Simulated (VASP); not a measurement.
Here is the system:

```yaml
crystal:
  lattice:
    - [4.09951, 0.00000, 0.00000]
    - [-2.04975, 3.55028, 0.00000]
    - [0.00000, 0.00000, 4.28783]
  atoms:
    - { symbol: Ca, position: [0.66667, 0.33333, 0.00000] }
    - { symbol: Ga, position: [0.00000, 0.00000, 0.50000] }
    - { symbol: Si, position: [0.33333, 0.66667, 0.50000] }
```

Computed with PBEsol GGA, VASP's PBE PAW potentials (set 64) (plane waves; VASP). Numerical set-up: 400 eV cut-off, Gaussian smearing of 0.050 eV, potentials Ca_sv Ga_d Si.

Q: Give the energies of bands 11 to 16 at the high-symmetry points, in eV from the Fermi level.

A: 
```json
[
 {"band": "11", "Γ": "-1.85", "M": "-7.36", "K": "-7.42", "A": "-4.88", "L": "-6.73", "H": "-7.27"},
 {"band": "12", "Γ": "-1.49", "M": "-2.66", "K": "-4.96", "A": "-0.87", "L": "-2.91", "H": "-4.21"},
 {"band": "13", "Γ": "-1.49", "M": "-1.22", "K": "-0.57", "A": "-0.87", "L": "-2.47", "H": "-2.11"},
 {"band": "14", "Γ": "0.06", "M": "-0.81", "K": "0.11", "A": "1.01", "L": "-1.63", "H": "-1.48"},
 {"band": "15", "Γ": "0.39", "M": "1.80", "K": "2.43", "A": "1.01", "L": "0.72", "H": "2.33"},
 {"band": "16", "Γ": "2.51", "M": "3.01", "K": "2.49", "A": "1.10", "L": "3.72", "H": "3.86"}
]
```

It has no gap at this level: it comes out as a metal or semimetal.

The structure comes from a computed database's CaGaSi entry (P-6m2); how it stands against other phases isn't given here. It was relaxed first. The electron count is odd and the run is not spin-polarised, which forces a metal.
